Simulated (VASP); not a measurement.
Input for VASP

**POSCAR**
```
SiSe2
1.0
 -3.3516200000   4.7426150000   2.9469800000
  3.3516200000  -4.7426150000   2.9469800000
  3.3516200000   4.7426150000  -2.9469800000
Si Se
2 4
direct
  0.7482880000   0.7412770000  -0.0051910000
  0.2492020000   0.2459220000   0.0030620000
  0.3895730000   0.7071770000   0.0765230000
  0.6331100000   0.3208970000   0.9389390000
  0.1168910000   0.1751450000   0.3077090000
  0.8629360000   0.8095830000   0.6789600000
```

KPOINTS:
```
kpoints
0
G
 3 3 3
```

### INCAR
```
! general
SYSTEM  = SiSe2
PREC    = Accurate
ENCUT   = 300
LREAL   = .FALSE.
LASPH   = .TRUE.

! electronic loop
EDIFF   = 1E-6
NELM    = 100
ALGO    = Normal
LMAXMIX = 4

! smearing
ISMEAR  = 0
SIGMA   = 0.01

! functional
GGA     = PE

! ions
ISIF    = 2

! output
LWAVE   = .FALSE.
LCHARG  = .FALSE.
```

POTCAR, in this order: Si Se (PBE.64 set). Program: vasp_std.

Problem. Translate this PBE calculation to Quantum ESPRESSO's pw.x.

Solution. One equivalent input (not run):
```
&CONTROL
  calculation = 'scf'
  pseudo_dir = './pseudo'
  outdir = './out'
  tprnfor = .true.
  tstress = .true.
/
&SYSTEM
  ibrav = 0
  nat = 6
  ntyp = 2
  ecutwfc = 86
  occupations = 'smearing'
  smearing = 'gaussian'
  degauss = 0.000735
  input_dft = 'pbe'
/
&ELECTRONS
  conv_thr = 7.3e-08
  electron_maxstep = 100
/
ATOMIC_SPECIES
  Si 28.085 Si.upf
  Se 78.971 Se.upf
CELL_PARAMETERS angstrom
    -3.3516200    4.7426150    2.9469800
     3.3516200   -4.7426150    2.9469800
     3.3516200    4.7426150   -2.9469800
ATOMIC_POSITIONS crystal
  Si   0.7482880  0.7412770 -0.0051910
  Si   0.2492020  0.2459220  0.0030620
  Se   0.3895730  0.7071770  0.0765230
  Se   0.6331100  0.3208970  0.9389390
  Se   0.1168910  0.1751450  0.3077090
  Se   0.8629360  0.8095830  0.6789600
K_POINTS automatic
  3 3 3 0 0 0
```
The two are equivalent in intent, not identical: the potentials are each code's own (VASP's PAW set, PseudoDojo norm-conserving files in pw.x), so ENCUT and ecutwfc are chosen apart and not converted; conv_thr bounds pw.x's estimated SCF error, while EDIFF bounds the energy change between steps.

The structure comes from a computed database's SiSe2 entry; how it stands against other phases isn't given here. The cell was not relaxed at this level, atoms are displaced from their ideal sites. The k-mesh is coarse (spacing up to 0.47 per Å, 2π included), so the numbers may not be converged in it.
